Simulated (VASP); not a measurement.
## P (relaxed from the A7 structure, space group R-3m): computed properties

Method: PBEsol GGA, VASP's PBE PAW potentials (set 64) (plane waves; VASP).

| Quantity | Result |
|---|---|
| space group | R-3m (166) |
| cell | a = b = 3.4419 Å, c = 8.8429 Å, α = β = 90.00°, γ = 120.00° |
| volume per atom | 15.12 Å^3/atom |
| band gap (over mesh and band path) | none (metal, semimetal or under 0.01 eV) |
| density | 3.40 g/cm³ |

```xyz
2
Lattice="1.7209 0.9936 2.9476 -1.7209 0.9936 2.9476 0.0000 -1.9872 2.9476" Properties=species:S:1:pos:R:3 pbc="T T T"
P      0.0000     0.0000     2.0605
P      0.0000     0.0000     6.7824
```

The structure was generated: P was put into the A7 type (R-3m), which need not be its known phase. It was relaxed first, which changed the volume by +15 %. Symmetry was kept, so distortions that lower it aren't found.
